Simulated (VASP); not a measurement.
The input files of a VASP run:

POSCAR:
```
NbC
2.2166860
  0.0000000000   1.0000000000   0.9796606285
  0.9793425862   0.0000000000   0.9796606285
  0.9793425862   1.0000000000   0.0000000000
Nb C
1 1
Cartesian
  0.0000000000   0.0000000000   0.0000000000
  0.9953607135   1.0000000000   0.9796606285
```

KPOINTS:
```
Automatic mesh
0
Gamma
13 13 13
0 0 0
```

INCAR:
```
SYSTEM = NbC
PREC = Normal
ENCUT = 520
EDIFF = 1E-6
NELM = 100
ALGO = Normal
LREAL = .FALSE.
LASPH = .TRUE.
ISMEAR = 1
SIGMA = 0.1
GGA = PE
LMAXMIX = 4
LWAVE = .FALSE.
LCHARG = .FALSE.
ISIF = 2
```

POTCAR, in this order: Nb_sv C (PBE.64 set). Program: vasp_std.

Q: Write an equivalent input for Quantum ESPRESSO's pw.x.

A: One equivalent input (not run):
```
&CONTROL
  calculation = 'scf'
  pseudo_dir = './pseudo'
  outdir = './out'
  tprnfor = .true.
  tstress = .true.
/
&SYSTEM
  ibrav = 0
  nat = 2
  ntyp = 2
  ecutwfc = 82
  occupations = 'smearing'
  smearing = 'methfessel-paxton'
  degauss = 0.00735
  input_dft = 'pbe'
/
&ELECTRONS
  conv_thr = 7.3e-08
  electron_maxstep = 100
/
ATOMIC_SPECIES
  Nb 92.906 Nb.upf
  C 12.011 C.upf
CELL_PARAMETERS angstrom
     0.0000000    2.2166860    2.1716000
     2.1708950    0.0000000    2.1716000
     2.1708950    2.2166860    0.0000000
ATOMIC_POSITIONS crystal
  Nb   0.0000000  0.0000000  0.0000000
  C    0.4918220  0.5081780  0.5081780
K_POINTS automatic
  13 13 13 0 0 0
```
What does not carry over: the potentials are each code's own (VASP's PAW set, PseudoDojo norm-conserving files in pw.x), so ENCUT and ecutwfc are chosen apart and not converted; conv_thr bounds pw.x's estimated SCF error, while EDIFF bounds the energy change between steps.

The compound is NbC in the rock salt structure. The cell was not relaxed at this level, atoms are displaced from their ideal sites. The run is one of a series of settings (PREC = Normal against the base run), some of them coarse on purpose.
